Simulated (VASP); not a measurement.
Calculation: modified Becke-Johnson potential (mBJ) with spin-orbit coupling, VASP's PBE PAW potentials (set 64) (plane waves; VASP).

A VASP calculation is set up with these files.

### KPOINTS
```
Automatic mesh
0
Gamma
6 6 6
0 0 0
```

File POSCAR:
```
AgCl
1
    0.0000000000     2.7945385989     2.7945385989
    2.7945385989     0.0000000000     2.7945385989
    2.7945385989     2.7945385989     0.0000000000
Ag Cl
1 1
Direct
  0.0000000000   0.0000000000   0.0000000000
  0.5000000000   0.5000000000   0.5000000000
```

**KPOINTS_OPT**
```
k-points along high-symmetry lines
11
Line-mode
Reciprocal
  0.000000   0.000000   0.000000 ! GAMMA
  0.500000   0.000000   0.500000 ! X

  0.500000   0.000000   0.500000 ! X
  0.625000   0.250000   0.625000 ! U

  0.375000   0.375000   0.750000 ! K
  0.000000   0.000000   0.000000 ! GAMMA

  0.000000   0.000000   0.000000 ! GAMMA
  0.500000   0.500000   0.500000 ! L

  0.500000   0.500000   0.500000 ! L
  0.500000   0.250000   0.750000 ! W

  0.500000   0.250000   0.750000 ! W
  0.500000   0.000000   0.500000 ! X
```

### INCAR
```
SYSTEM = AgCl
PREC = Accurate
ENCUT = 350
EDIFF = 1E-6
NELM = 200
ALGO = Normal
LREAL = .FALSE.
LASPH = .TRUE.
ISMEAR = 0
SIGMA = 0.05
METAGGA = MBJ
LMIXTAU = .TRUE.
LMAXMIX = 4
LWAVE = .FALSE.
LCHARG = .FALSE.
ISIF = 0
LSORBIT = .TRUE.
MAGMOM = 0 0 0 0 0 0
GGA_COMPAT = .FALSE.
```

POTCAR, in this order: Ag Cl (PBE.64 set). Program: vasp_ncl. Read from the step before: WAVECAR.

Output of the run:

File OUTCAR:
```
 ion  position               nearest neighbor table
   1  0.000  0.000  0.000-   2 2.79   2 2.79   2 2.79   2 2.79   2 2.79   2 2.79
   2  0.500  0.500  0.500-   1 2.79   1 2.79   1 2.79   1 2.79   1 2.79   1 2.79
  LATTYP: Found a face centered cubic cell.
 ALAT       =     5.5890771978
 Subroutine PRICEL returns:
 Original cell was already a primitive cell.
 Subroutine GETGRP returns: Found 48 space group operations
The static configuration has the point symmetry O_h .
The dynamic configuration has the point symmetry O_h .
The overall configuration has the point symmetry O_h .
 Subroutine INISYM returns: Found 48 space group operations
 Subroutine IBZKPT returns following result:
 Found     16 irreducible k-points:

 Following reciprocal coordinates:
            Coordinates               Weight
  0.000000  0.000000  0.000000      1.000000
  0.166667  0.000000  0.000000      8.000000
  0.333333  0.000000  0.000000      8.000000
  0.500000  0.000000  0.000000      4.000000
  0.166667  0.166667  0.000000      6.000000
  0.333333  0.166667  0.000000     24.000000
  0.500000  0.166667  0.000000     24.000000
 -0.333333  0.166667  0.000000     24.000000
 -0.166667  0.166667  0.000000     12.000000
  0.333333  0.333333  0.000000      6.000000
  0.500000  0.333333  0.000000     24.000000
 -0.333333  0.333333  0.000000     12.000000
  0.500000  0.500000  0.000000      3.000000
  0.500000  0.333333  0.166667     24.000000
 -0.333333  0.333333  0.166667     24.000000
 -0.333333  0.500000  0.166667     12.000000
   k-points           NKPTS =     16   k-points in BZ     NKDIM =     16   number of bands    NBANDS=     26
   number of dos      NEDOS =    301   number of ions     NIONS =      2
   total plane-waves  NPLWV =  13824
   dimension x,y,z NGX =    24 NGY =   24 NGZ =   24
   dimension x,y,z NGXF=    48 NGYF=   48 NGZF=   48
   ions per type =               1   1
   PREC   = accura    normal or accurate (medium, high low for compatibility)
...
```

### OSZICAR
```
...
DAV: 117     0.301363702075E+03   -0.10987E+01   -0.40000E+01   832   0.571E+01    0.809E+01
DAV: 118     0.203893693422E+03   -0.97470E+02   -0.70830E+02  1168   0.391E+02    0.157E+02
DAV: 119     0.307392149387E+03    0.10350E+03   -0.48756E+02   880   0.200E+02    0.239E+01
DAV: 120     0.307636329616E+03    0.24418E+00   -0.86870E+00   832   0.216E+01    0.996E+01
DAV: 121     0.307260481898E+03   -0.37585E+00   -0.16623E+00   888   0.119E+01    0.140E+02
DAV: 122     0.269527804944E+03   -0.37733E+02   -0.59281E+02   856   0.382E+02    0.423E+02
DAV: 123     0.295371355240E+03    0.25844E+02   -0.16215E+02   832   0.149E+02    0.908E+01
DAV: 124     0.305529229823E+03    0.10158E+02   -0.27763E+01   832   0.508E+01    0.672E+01
DAV: 125     0.217952627956E+03   -0.87577E+02   -0.89249E+02  1078   0.486E+02    0.210E+02
DAV: 126     0.306540003740E+03    0.88587E+02   -0.43968E+02   840   0.198E+02    0.937E+00
DAV: 127     0.307187455503E+03    0.64745E+00   -0.16824E+01   832   0.355E+01    0.162E+02
DAV: 128     0.306146621155E+03   -0.10408E+01   -0.20161E+00   832   0.141E+01    0.183E+02
DAV: 129     0.305770302102E+03   -0.37632E+00   -0.12613E-01   992   0.368E+00    0.183E+02
DAV: 130     0.305470545815E+03   -0.29976E+00   -0.58774E+01   832   0.755E+01    0.794E+01
DAV: 131     0.306434584424E+03    0.96404E+00   -0.15057E+01   832   0.366E+01    0.831E+01
DAV: 132     0.199990110341E+03   -0.10644E+03   -0.11311E+03  1094   0.557E+02    0.218E+02
DAV: 133     0.556192645488E+02   -0.14437E+03   -0.26605E+02   960   0.209E+02    0.281E+02
DAV: 134     0.307250200326E+03    0.25163E+03   -0.84615E+02   900   0.256E+02    0.113E+02
DAV: 135     0.307849980634E+03    0.59978E+00   -0.47202E+01   832   0.480E+01    0.146E+02
DAV: 136     0.306399080723E+03   -0.14509E+01   -0.33719E+00   836   0.183E+01    0.164E+02
DAV: 137     0.306240084024E+03   -0.15900E+00   -0.48620E-01   842   0.602E+00    0.169E+02
DAV: 138     0.296339984860E+03   -0.99001E+01   -0.23701E+02   840   0.188E+02    0.284E+02
DAV: 139     0.304583540447E+03    0.82436E+01   -0.70964E+01   832   0.853E+01    0.832E+00
DAV: 140     0.305794511013E+03    0.12110E+01   -0.52210E+00   832   0.197E+01    0.106E+02
DAV: 141     0.297167038588E+03   -0.86275E+01   -0.16454E+02   832   0.156E+02    0.255E+02
DAV: 142     0.302440571833E+03    0.52735E+01   -0.33827E+01   832   0.640E+01    0.723E+01
DAV: 143     0.306382217122E+03    0.39416E+01   -0.17225E+01   832   0.365E+01    0.839E+01
DAV: 144     0.263280447373E+03   -0.43102E+02   -0.51937E+02   912   0.341E+02    0.324E+02
DAV: 145     0.302217855122E+03    0.38937E+02   -0.15852E+02   832   0.132E+02    0.795E+01
DAV: 146     0.307113018718E+03    0.48952E+01   -0.16138E+01   832   0.383E+01    0.436E+01
DAV: 147     0.274384004536E+03   -0.32729E+02   -0.31250E+02   924   0.250E+02    0.277E+02
DAV: 148     0.304575503558E+03    0.30191E+02   -0.14473E+02   840   0.124E+02    0.483E+01
DAV: 149     0.306460429728E+03    0.18849E+01   -0.21191E+00   832   0.141E+01    0.452E+01
DAV: 150     0.306601890654E+03    0.14146E+00   -0.46463E-01  1002   0.748E+00    0.272E+01
DAV: 151     0.306135224112E+03   -0.46667E+00   -0.60270E-01   850   0.818E+00    0.555E+01
DAV: 152     0.306353848553E+03    0.21862E+00   -0.25752E-01   840   0.529E+00    0.391E+01
DAV: 153     0.302631998769E+03   -0.37218E+01   -0.16623E+01   844   0.470E+01    0.156E+02
DAV: 154     0.306747164547E+03    0.41152E+01   -0.37504E+01   834   0.607E+01    0.531E+01
DAV: 155     0.296416755103E+03   -0.10330E+02   -0.11754E+02   834   0.134E+02    0.246E+02
DAV: 156     0.305829022741E+03    0.94123E+01   -0.54282E+01   832   0.763E+01    0.133E+01
DAV: 157     0.302474048199E+03   -0.33550E+01   -0.27827E+01   832   0.626E+01    0.165E+02
DAV: 158     0.306710005870E+03    0.42360E+01   -0.33828E+01   832   0.582E+01    0.372E+01
DAV: 159     0.180762078294E+03   -0.12595E+03   -0.12126E+03  1104   0.586E+02    0.233E+02
DAV: 160     0.307812099098E+03    0.12705E+03   -0.59096E+02   856   0.230E+02    0.367E+01
DAV: 161     0.307777020127E+03   -0.35079E-01   -0.18970E+01   840   0.333E+01    0.129E+02
DAV: 162     0.306604017144E+03   -0.11730E+01   -0.21310E+00   876   0.147E+01    0.159E+02
DAV: 163     0.306131389568E+03   -0.47263E+00   -0.17490E-01   908   0.407E+00    0.164E+02
DAV: 164     0.306103727526E+03   -0.27662E-01   -0.34050E-03  1226   0.419E-01    0.163E+02
DAV: 165     0.293847519964E+03   -0.12256E+02   -0.27646E+02   840   0.208E+02    0.311E+02
DAV: 166     0.303846367996E+03    0.99988E+01   -0.62006E+01   840   0.826E+01    0.443E+01
DAV: 167     0.305496081885E+03    0.16497E+01   -0.43752E+00   832   0.203E+01    0.281E+01
DAV: 168     0.305409807006E+03   -0.86275E-01   -0.47949E+00   832   0.199E+01    0.101E+02
DAV: 169     0.306136726914E+03    0.72692E+00   -0.31417E+00   832   0.162E+01    0.491E+01
DAV: 170     0.242050593960E+03   -0.64086E+02   -0.68118E+02  1088   0.398E+02    0.215E+02
DAV: 171     0.283774616695E+03    0.41724E+02   -0.11865E+02   964   0.126E+02    0.131E+02
DAV: 172     0.226386029747E+03   -0.57389E+02   -0.20906E+02  1078   0.222E+02    0.169E+02
DAV: 173     0.308169492728E+03    0.81783E+02   -0.47659E+02   832   0.200E+02    0.605E+01
DAV: 174     0.309926467149E+03    0.17570E+01   -0.21919E+01   832   0.517E+01    0.443E+01
DAV: 175     0.308378485597E+03   -0.15480E+01   -0.12726E+01   850   0.355E+01    0.103E+02
DAV: 176     0.308406261483E+03    0.27776E-01   -0.52152E-01   832   0.641E+00    0.104E+02
DAV: 177     0.308160364129E+03   -0.24590E+00   -0.15613E-01   890   0.384E+00    0.116E+02
DAV: 178     0.308453699824E+03    0.29334E+00   -0.33772E+00   834   0.196E+01    0.697E+01
DAV: 179     0.308521447671E+03    0.67748E-01   -0.11759E+01   832   0.376E+01    0.415E+01
DAV: 180     0.306398170340E+03   -0.21233E+01   -0.27214E+01   832   0.479E+01    0.145E+02
DAV: 181     0.182155962641E+03   -0.12424E+03   -0.16829E+03  1006   0.745E+02    0.262E+02
DAV: 182     0.292298886707E+03    0.11014E+03   -0.22312E+02   986   0.154E+02    0.188E+02
DAV: 183     0.307981424005E+03    0.15683E+02   -0.12293E+02   832   0.115E+02    0.434E+01
DAV: 184     0.308722395590E+03    0.74097E+00   -0.45279E+00   832   0.219E+01    0.853E+01
DAV: 185     0.307256014623E+03   -0.14664E+01   -0.43873E+00   844   0.198E+01    0.144E+02
DAV: 186     0.306677374809E+03   -0.57864E+00   -0.33137E-01   980   0.548E+00    0.156E+02
DAV: 187     0.306619877782E+03   -0.57497E-01   -0.59905E-03   906   0.704E-01    0.158E+02
DAV: 188     0.306677834900E+03    0.57957E-01   -0.59879E-03   970   0.664E-01    0.156E+02
DAV: 189     0.307193389891E+03    0.51555E+00   -0.49273E-01   832   0.614E+00    0.138E+02
DAV: 190     0.308348028086E+03    0.11546E+01   -0.49467E+00   832   0.207E+01    0.672E+01
DAV: 191     0.308143520531E+03   -0.20451E+00   -0.14503E-01   832   0.366E+00    0.790E+01
DAV: 192     0.308150233972E+03    0.67134E-02   -0.15233E+00   834   0.139E+01    0.934E+01
DAV: 193     0.308022656752E+03   -0.12758E+00   -0.15854E+00   832   0.131E+01    0.121E+02
DAV: 194     0.308930073736E+03    0.90742E+00   -0.18170E+00   834   0.128E+01    0.770E+01
DAV: 195     0.309298117802E+03    0.36804E+00   -0.55339E-01   832   0.754E+00    0.498E+01
DAV: 196     0.309178190281E+03   -0.11993E+00   -0.64848E-02   864   0.252E+00    0.584E+01
DAV: 197     0.308978498362E+03   -0.19969E+00   -0.10531E-01   832   0.324E+00    0.693E+01
DAV: 198     0.308911064896E+03   -0.67433E-01   -0.96165E-03   832   0.101E+00    0.723E+01
DAV: 199     0.308895932574E+03   -0.15132E-01   -0.49909E-04   848   0.239E-01    0.721E+01
DAV: 200     0.308764262204E+03   -0.13167E+00   -0.29180E-02   832   0.170E+00
   1 F= 0.30876426E+03 E0= 0.30876426E+03  d E =-.508340E-19  mag=    -0.0000    -0.0000    -0.0000
       N       E                     dE             ncg
       N       E                     dE             ncg
       N       E                     dE             ncg
       N       E                     dE             ncg
       N       E                     dE             ncg
```

### OUTCAR
```
------------------------ aborting loop EDIFF was not reached (unconverged)  ----------------------------
  volume of cell :       43.65
      direct lattice vectors                 reciprocal lattice vectors
     0.000000000  2.794538599  2.794538599    -0.178920413  0.178920413  0.178920413
     2.794538599  0.000000000  2.794538599     0.178920413 -0.178920413  0.178920413
     2.794538599  2.794538599  0.000000000     0.178920413  0.178920413 -0.178920413
  FREE ENERGIE OF THE ION-ELECTRON SYSTEM (eV)
  ---------------------------------------------------
  free  energy   TOTEN  =       308.7642622040 eV

  energy  without entropy=      308.7642622040  energy(sigma->0) =      308.76426220

     CMBJ =    1.0000

     CMBJA=   -0.0120

     CMBJB=    1.0230

     CMBJE=    0.5000

    CMBJ =    2.0000

 Ion:    1  E_soc:     -0.0244498

 Ion:    2  E_soc:     -0.0150023
```
(Selected blocks of OUTCAR.)

stdout:
```
...
DAV: 192     0.308150233972E+03    0.67134E-02   -0.15233E+00   834   0.139E+01    0.934E+01
DAV: 193     0.308022656752E+03   -0.12758E+00   -0.15854E+00   832   0.131E+01    0.121E+02
DAV: 194     0.308930073736E+03    0.90742E+00   -0.18170E+00   834   0.128E+01    0.770E+01
DAV: 195     0.309298117802E+03    0.36804E+00   -0.55339E-01   832   0.754E+00    0.498E+01
DAV: 196     0.309178190281E+03   -0.11993E+00   -0.64848E-02   864   0.252E+00    0.584E+01
DAV: 197     0.308978498362E+03   -0.19969E+00   -0.10531E-01   832   0.324E+00    0.693E+01
DAV: 198     0.308911064896E+03   -0.67433E-01   -0.96165E-03   832   0.101E+00    0.723E+01
DAV: 199     0.308895932574E+03   -0.15132E-01   -0.49909E-04   848   0.239E-01    0.721E+01
DAV: 200     0.308764262204E+03   -0.13167E+00   -0.29180E-02   832   0.170E+00

 -----------------------------------------------------------------------------
|                                                                             |
|           W    W    AA    RRRRR   N    N  II  N    N   GGGG   !!!           |
|           W    W   A  A   R    R  NN   N  II  NN   N  G    G  !!!           |
|           W    W  A    A  R    R  N N  N  II  N N  N  G       !!!           |
|           W WW W  AAAAAA  RRRRR   N  N N  II  N  N N  G  GGG   !            |
|           WW  WW  A    A  R   R   N   NN  II  N   NN  G    G                |
|           W    W  A    A  R    R  N    N  II  N    N   GGGG   !!!           |
|                                                                             |
|     The electronic self-consistency was not achieved in the given           |
|     number of steps (NELM). The forces and other quantities evaluated       |
|     might not be reliable so examine the results carefully. If you find     |
|     spurious results, we suggest increasing NELM, if you were close to      |
|     convergence or switching to a different ALGO or adjusting the           |
|     density mixing parameters otherwise.                                    |
|                                                                             |
 -----------------------------------------------------------------------------

   1 F= 0.30876426E+03 E0= 0.30876426E+03  d E =-.508340E-19  mag=    -0.0000    -0.0000    -0.0000
 Start KPOINTS_OPT (optional k-point list driver)
k-point batch [1-16\66]
       N       E                     dE             ncg
k-point batch [17-32\66]
       N       E                     dE             ncg
k-point batch [33-48\66]
       N       E                     dE             ncg
k-point batch [49-64\66]
       N       E                     dE             ncg
k-point batch [65-66\66]
       N       E                     dE             ncg
```

The run did not converge; its last values are not results.

mBJ is a potential without an energy functional, so only the levels count.

The compound is AgCl in the rock salt structure. It was relaxed first. The cell's shape comes from a PBE relaxation.
